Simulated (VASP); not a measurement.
Input:

```xyz
3
Lattice="0.0000 3.1779 3.1779 3.1779 0.0000 3.1779 3.1779 3.1779 0.0000" Properties=species:S:1:pos:R:3 pbc="T T T"
Mg     1.5889     1.5889     1.5889
Mg     4.7668     4.7668     4.7668
Ge     0.0000     0.0000     0.0000
```

These are PBEsol GGA with spin-orbit coupling, VASP's PBE PAW potentials (set 64) (plane waves; VASP) values and carry that method's errors. Run with 400 eV cut-off, 6×6×6 Γ-centred mesh, Gaussian smearing of 0.050 eV, potentials Mg Ge_d.

### Question
Give the energies of bands 13 to 25 at the high-symmetry points, in eV from the Fermi level.

### Answer

```
band      Γ      X      U      L      W
----  -----  -----  -----  -----  -----
13    -0.20  -4.63  -4.19  -4.97  -3.80
14    -0.20  -4.63  -4.19  -4.97  -3.80
15     0.00  -2.14  -3.62  -0.86  -3.74
16     0.00  -2.14  -3.62  -0.86  -3.74
17     0.00  -2.06  -1.76  -0.75  -2.82
18     0.00  -2.06  -1.76  -0.75  -2.82
19     0.99   0.00   0.62   0.98   2.67
20     0.99   0.00   0.62   0.98   2.67
21     2.77   0.52   3.08   2.69   3.67
22     2.77   0.52   3.08   2.69   3.67
23     2.78   7.81   5.99   2.69   3.75
24     2.78   7.81   5.99   2.69   3.75
25     2.78   7.92   6.05   4.72   3.78
```

It has no gap at this level: it comes out as a metal or semimetal.

Measured: gap 0.74 eV (computed value off by -0.74 eV), as given by Byungki Ryu et al., Journal of the Korean Physical Society (2019), arXiv:1905.06140.

The compound is Mg2Ge in the antifluorite structure. It was relaxed first.
